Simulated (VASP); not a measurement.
An input for Ansatz (written as the equivalent of a VASP run, and not itself run):

Ansatz 0.2 input:
```yaml
crystal:
  lattice:
    - [0.0000000, 2.7249347, 2.7249347]
    - [2.7249347, 0.0000000, 2.7249347]
    - [2.7249347, 2.7249347, 0.0000000]
  atoms:
    - { symbol: Al, position: [0.0000000, 0.0000000, 0.0000000] }
    - { symbol: P, position: [0.2500000, 0.2500000, 0.2500000] }
kpoints:
  mp_grid: { grid: [8, 8, 8] }
hamiltonian:
  xc: pbe
  dispersion: d4
  pseudopotentials: { kind: paw }
scf:
  occupations: { method: gaussian, width: 0.05 }
  max_iter: 100
output: { forces: true, stress: true, eigenvalues: true }
```

### Question
Write the VASP files for the same calculation (PBE-D4).

### Answer
One answer among several that fit: 
**POSCAR**
```
AlP
1
    0.0000000000     2.7249346698     2.7249346698
    2.7249346698     0.0000000000     2.7249346698
    2.7249346698     2.7249346698     0.0000000000
Al P
1 1
Direct
  0.0000000000   0.0000000000   0.0000000000
  0.2500000000   0.2500000000   0.2500000000
```

**INCAR**
```
LASPH = T   ! aspherical one-centre terms
ISIF = 2
GGA = PE   ! PBE
SIGMA = 0.05   ! width (eV)
LWAVE = F
IVDW = 13   ! D4
NELM = 100   ! most electronic steps
EDIFF = 1E-7   ! SCF stop (eV)
ENCUT = 520
SYSTEM = AlP
ALGO = Normal
PREC = Accurate
LCHARG = F
ISMEAR = 0   ! Gaussian
LREAL = F   ! projection in real space or not
```

File KPOINTS:
```
Automatic mesh
0
Gamma
8 8 8
0 0 0
```

POTCAR, in this order: Al P (PBE.64 set). Program: vasp_std.

What does not carry over: each code has its own PAW files, so the cut-off isn't converted (ENCUT is set for VASP's; basis.ecutwfc is left out, and Ansatz then takes the one that its files recommend); Ansatz stops its SCF on the density residual and VASP on the energy change (EDIFF).

The compound is AlP in the zinc blende structure. It was relaxed first.
